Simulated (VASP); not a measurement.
```
CELL_PARAMETERS angstrom
      1.94310    -3.36555     0.00000
      1.94310     3.36555     0.00000
      0.00000     0.00000     6.26280
ATOMIC_POSITIONS crystal
  Sn 0.00000 0.00000 0.00000
  Se 0.33333 0.66667 0.25000
  Se 0.66667 0.33333 0.75000
```

Computed with PBE GGA, VASP's PBE PAW potentials (set 64) (plane waves; VASP 6.6.1). Settings: 400 eV cut-off, 1×1×1 Γ-centred mesh, Gaussian smearing of 0.050 eV, potentials Sn_d Se.

### Question
Predict the energy per atom (σ→0), pressure, largest force.

### Answer

| Item | Value |
|---|---|
| energy per atom (σ→0) | 66.1 kJ/mol-atom |
| pressure | 31.91 GPa |
| largest force | 0.00476 Ha/bohr |

The absolute energy has meaning only against runs of the same code, potentials and settings.

The compound is SnSe2 in the 1T layered structure. The cell was not relaxed at this level. The k-mesh is coarse (spacing up to 1.87 per Å, 2π included), so the numbers may not be converged in it. The run is one of a series of settings (KPOINTS 1×1×1 Γ-centred mesh against the base run), some of them coarse on purpose.
